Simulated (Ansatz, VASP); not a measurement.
## Al3C in VASP and in Ansatz

```
Al C
1.0
    -1.80902    1.80902    4.04094
     1.80902   -1.80902    4.04094
     1.80902    1.80902   -4.04094
Al C
3 1
Direct
  0.50000 0.50000 0.00000
  0.25000 0.75000 0.50000
  0.75000 0.25000 0.50000
  0.00000 0.00000 0.00000
```

Alike in both runs: task single point; functional PBE; k mesh 8 × 8 × 8; occupations gaussian, width 0.1 eV; no spin polarisation.

```csv
,VASP,Ansatz
version,VASP 6.6.1,Ansatz 0.2.0
potentials or method,"VASP PAW PBE potentials, release 64 (Al, C)","scalar-relativistic, plane waves, PAW"
plane-wave cutoff (eV),520,420
valence electrons in the cell,13,13
```

```csv
,VASP,Ansatz,Ansatz less VASP
gap on the k mesh at the Fermi level (eV),none,none,-
pressure (GPa),1.8,1.8,+0.01
largest component of the traceless stress (GPa),0.52,0.55,+0.031
```

A gap of «none» marks a metal or a gap that the smearing closes.
